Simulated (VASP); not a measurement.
Method: r2SCAN meta-GGA, VASP's PBE PAW potentials (set 64) (plane waves; VASP 6.6.1).

VASP ran on this input.

File KPOINTS:
```
Automatic mesh
0
Gamma
9 8 15
0 0 0
```

INCAR:
```
! general
SYSTEM  = Sb2Os
PREC    = Accurate
ENCUT   = 400
LREAL   = F
LASPH   = T   ! aspherical one-centre terms
NBANDS  = 66

! electronic loop
EDIFF   = 1E-7
NELM    = 100
ALGO    = Normal   ! blocked Davidson
LMAXMIX = 6
LMIXTAU = T

! smearing
ISMEAR  = 0   ! Gaussian
SIGMA   = 0.01

! functional
METAGGA = R2SCAN

! output
LWAVE   = F
LCHARG  = F
NEDOS   = 1001   ! DOS grid

! other
LOPTICS = T
LPEAD   = T
CSHIFT  = 0.1
```

### POSCAR
```
Sb2Os
1
    5.9631649946     0.0000000000     0.0000000000
    0.0000000000     6.7245647860     0.0000000000
    0.0000000000     0.0000000000     3.2422185956
Sb Os
4 2
Direct
  0.3180648295   0.8584531099   0.5000000000
  0.6819351705   0.1415468901   0.5000000000
  0.8180648295   0.6415468901   0.0000000000
  0.1819351705   0.3584531099   0.0000000000
  0.5000000000   0.5000000000   0.5000000000
  0.0000000000   0.0000000000   0.0000000000
```

POTCAR, in this order: Sb Os (PBE.64 set). Program: vasp_std.

Output

**OSZICAR**
```
       N       E                     dE             d eps       ncg     rms          rms(c)
DAV:   1    -0.215902778126E+02   -0.21590E+02   -0.10485E+04 26496   0.389E+02
DAV:   2    -0.202211111527E+03   -0.18062E+03   -0.15868E+03 29864   0.121E+02
DAV:   3    -0.213859718904E+03   -0.11649E+02   -0.11386E+02 32712   0.286E+01
DAV:   4    -0.213948493238E+03   -0.88774E-01   -0.88721E-01 31216   0.313E+00
DAV:   5    -0.213949509549E+03   -0.10163E-02   -0.10163E-02 32520   0.350E-01    0.155E+01
DAV:   6    -0.211488724355E+03    0.24608E+01   -0.29895E-01 29920   0.212E+00    0.802E+00
DAV:   7    -0.207169273692E+03    0.43195E+01   -0.65633E-01 29308   0.279E+00    0.160E+00
DAV:   8    -0.209241959690E+03   -0.20727E+01   -0.54632E-01 27684   0.301E+00    0.314E+00
DAV:   9    -0.208395940895E+03    0.84602E+00   -0.27503E-01 27234   0.262E+00    0.160E+00
DAV:  10    -0.209289127989E+03   -0.89319E+00   -0.15335E-01 27112   0.170E+00    0.490E-01
DAV:  11    -0.209234795555E+03    0.54332E-01   -0.25987E-02 30330   0.519E-01    0.475E-01
DAV:  12    -0.209233153785E+03    0.16418E-02   -0.87458E-04 32600   0.783E-02    0.473E-01
DAV:  13    -0.209269418276E+03   -0.36264E-01   -0.36684E-03 27836   0.235E-01    0.382E-01
DAV:  14    -0.209292152277E+03   -0.22734E-01   -0.90434E-03 27054   0.361E-01    0.176E-01
DAV:  15    -0.209292288262E+03   -0.13599E-03   -0.25624E-03 27112   0.165E-01    0.108E-01
DAV:  16    -0.209293714775E+03   -0.14265E-02   -0.62538E-04 28528   0.847E-02    0.102E-01
DAV:  17    -0.209293764479E+03   -0.49703E-04   -0.57537E-05 31406   0.262E-02    0.616E-02
DAV:  18    -0.209293867471E+03   -0.10299E-03   -0.14358E-05 28492   0.151E-02    0.376E-02
DAV:  19    -0.209293892669E+03   -0.25198E-04   -0.65852E-06 29572   0.817E-03    0.368E-02
DAV:  20    -0.209293885735E+03    0.69337E-05   -0.26768E-06 29208   0.546E-03    0.307E-02
DAV:  21    -0.209293889038E+03   -0.33035E-05   -0.89635E-07 28906   0.425E-03    0.295E-02
DAV:  22    -0.209293890243E+03   -0.12043E-05   -0.77129E-07 27948   0.299E-03    0.230E-02
DAV:  23    -0.209293890470E+03   -0.22732E-06   -0.17091E-07 28732   0.146E-03    0.176E-02
DAV:  24    -0.209293890662E+03   -0.19238E-06   -0.24317E-08 20308   0.566E-04    0.152E-02
DAV:  25    -0.209293890591E+03    0.71619E-07   -0.54467E-08 24062   0.787E-04
   1 F= -.20929389E+03 E0= -.20929389E+03  d E =-.217586E-12
 imaginary and real dielectric function
```

File OUTCAR:
```
------------------------ aborting loop because EDIFF is reached ----------------------------------------
  FORCE on cell =-STRESS in cart. coord.  units (eV):
  Direction    XX          YY          ZZ          XY          YZ          ZX
  --------------------------------------------------------------------------------------
  Total        0.0415585     -0.0997840     -0.0008523      0.0000000      0.0000000      0.0000000
  in kB        0.5121379     -1.2296687     -0.0105027      0.0000000      0.0000000      0.0000000
  external PRESSURE =      -0.2426778 kB  Pullay stress =       0.0000000 kB
  volume of cell :      130.01
      direct lattice vectors                 reciprocal lattice vectors
     5.963164995  0.000000000  0.000000000     0.167696182  0.000000000  0.000000000
     0.000000000  6.724564786  0.000000000     0.000000000  0.148708509  0.000000000
     0.000000000  0.000000000  3.242218596     0.000000000  0.000000000  0.308430777
 POSITION                                       TOTAL-FORCE (eV/Angst)
 -----------------------------------------------------------------------------------
      1.89667      5.77272      1.62111        -0.007784      0.007266     -0.000000
      4.06649      0.95184      1.62111         0.007784     -0.007266      0.000000
      4.87826      4.31412      0.00000        -0.007784     -0.007266     -0.000000
      1.08491      2.41044      0.00000         0.007784      0.007266      0.000000
      2.98158      3.36228      1.62111         0.000000      0.000000      0.000000
      0.00000      0.00000      0.00000         0.000000      0.000000      0.000000
 -----------------------------------------------------------------------------------
    total drift:                                0.000000     -0.000000      0.000000
  FREE ENERGIE OF THE ION-ELECTRON SYSTEM (eV)
  ---------------------------------------------------
  free  energy   TOTEN  =      -209.2938905908 eV

  energy  without entropy=     -209.2938905908  energy(sigma->0) =     -209.29389059

 plasma frequency squared (from intraband transitions) (eV^2)
  --------------------------------------------------------------------------------------
       0.000       0.000       0.000
       0.000       0.000       0.000
       0.000       0.000       0.000

 plasma frequency squared (from interband transitions, int dw w eps(2)(w)) (eV^2)
  --------------------------------------------------------------------------------------
     409.062       0.000       0.000       0.000       0.000       0.000
       0.000      -0.000     406.446       0.000       0.000       0.000
       0.000       0.000       0.000       0.000     394.006       0.000
```
(Selected blocks of OUTCAR.)

The structure comes from a computed database's Sb2Os entry (Pnnm); how it stands against other phases isn't given here. It was relaxed first.
